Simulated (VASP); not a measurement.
Output of a VASP run:

OSZICAR:
```
       N       E                     dE             d eps       ncg     rms          rms(c)
DAV:   1     0.940951800895E+02    0.94095E+02   -0.84321E+03  6914   0.130E+03
DAV:   2    -0.221326652438E+02   -0.11623E+03   -0.11300E+03  7999   0.342E+02
DAV:   3    -0.253212035184E+02   -0.31885E+01   -0.31645E+01  8159   0.543E+01
DAV:   4    -0.253470817666E+02   -0.25878E-01   -0.25850E-01  7674   0.516E+00
DAV:   5    -0.253472700297E+02   -0.18826E-03   -0.18825E-03  7934   0.450E-01    0.365E+01
DAV:   6    -0.223839744648E+02    0.29633E+01   -0.88320E+00  7644   0.314E+01    0.106E+01
DAV:   7    -0.223387354343E+02    0.45239E-01   -0.32874E-01  7064   0.526E+00    0.695E+00
DAV:   8    -0.223139931664E+02    0.24742E-01   -0.47426E-02  7714   0.203E+00    0.970E-01
DAV:   9    -0.223130838067E+02    0.90936E-03   -0.30137E-03  7367   0.401E-01    0.124E-01
DAV:  10    -0.223130599030E+02    0.23904E-04   -0.19059E-04  7814   0.188E-01    0.667E-02
DAV:  11    -0.223130573390E+02    0.25640E-05   -0.13451E-05  7629   0.350E-02    0.855E-03
DAV:  12    -0.223130562604E+02    0.10786E-05   -0.30828E-06  7069   0.175E-02    0.289E-03
DAV:  13    -0.223130563045E+02   -0.44159E-07   -0.70224E-08  3487   0.288E-03
   1 F= -.22313056E+02 E0= -.22307925E+02  d E =-.102633E-01
```

OUTCAR:
```
------------------------ aborting loop because EDIFF is reached ----------------------------------------
  FORCE on cell =-STRESS in cart. coord.  units (eV):
  Direction    XX          YY          ZZ          XY          YZ          ZX
  --------------------------------------------------------------------------------------
  Total        3.7929109      3.7929101      4.2480864      0.0000000     -0.0000000     -0.0000000
  in kB      310.0059926    310.0059307    347.2088522      0.0000000     -0.0000000     -0.0000000
  external PRESSURE =     322.4069251 kB  Pullay stress =       0.0000000 kB
  volume of cell :       19.60
      direct lattice vectors                 reciprocal lattice vectors
     1.425900000 -2.469731000  0.000000000     0.350655726 -0.202451198  0.000000000
     1.425900000  2.469731000  0.000000000     0.350655726  0.202451198  0.000000000
     0.000000000  0.000000000  2.783200000     0.000000000  0.000000000  0.359298649
 POSITION                                       TOTAL-FORCE (eV/Angst)
 -----------------------------------------------------------------------------------
      0.00000      0.00000      0.00000         0.000000     -0.000000      0.000000
      1.42590      0.82325      1.39160         0.000000      0.000000      0.000000
 -----------------------------------------------------------------------------------
    total drift:                               -0.000000     -0.000376      0.000000
  FREE ENERGIE OF THE ION-ELECTRON SYSTEM (eV)
  ---------------------------------------------------
  free  energy   TOTEN  =       -22.3130563045 eV

  energy  without entropy=      -22.3027930208  energy(sigma->0) =      -22.30792466
```
(Selected blocks of OUTCAR.)

POSCAR:
```
WC
1
    1.4259000000    -2.4697310000     0.0000000000
    1.4259000000     2.4697310000     0.0000000000
    0.0000000000     0.0000000000     2.7832000000
W C
1 1
Direct
  0.0000000000   0.0000000000   0.0000000000
  0.3333330000   0.6666670000   0.5000000000
```

Reconstruct the remaining input files.

One answer among several that fit: the input of the run itself, PBE GGA, plane waves, VASP's PBE PAW potentials (set 64).

INCAR:
```
ALGO=Normal
EDIFF=1E-6
ENCUT=400
GGA=PE
ISIF=2
ISMEAR=0
LASPH=.True.
LCHARG=.False.
LMAXMIX=6
LREAL=.False.
LWAVE=.False.
NELM=100
PREC=Accurate
SIGMA=0.272
SYSTEM=WC
```

**KPOINTS**
```
Automatic mesh
0
G
  17 17 15
```

POTCAR, in this order: W_sv C (PBE.64 set). Program: vasp_std.

At this cut-off the stress carries a Pulay error, which pulls relaxed volumes low.

The structure is a typed WC crystal. The cell was not relaxed at this level, and its volume differs by -5.9 % from the start's.
